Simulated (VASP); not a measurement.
```xyz
5
Lattice="3.9393 0.0000 0.0000 0.0000 3.9393 0.0000 0.0000 0.0000 3.9393" Properties=species:S:1:pos:R:3 pbc="T T T"
Sr     0.0000     0.0000     0.0000
Ti     1.9697     1.9697     1.9697
O      1.9697     0.0000     1.9697
O      0.0000     1.9697     1.9697
O      1.9697     1.9697     0.0000
```

Computed with PW91 GGA, VASP's PBE PAW potentials (set 64) (plane waves; VASP). Settings: 520 eV cut-off, Gaussian smearing of 0.050 eV, potentials Sr_sv Ti_sv O.

Predict the band gap (along the path) with the smallest direct gap where there is one.

- band gap (along the path): 1.80 eV
- smallest direct gap (along the path): 2.16 eV

Total energies compare only between runs with the same potentials, cut-off and functional.

The compound is SrTiO3 in the cubic perovskite structure, the ideal cubic form; the compound distorts at low or room temperature. It was relaxed first.
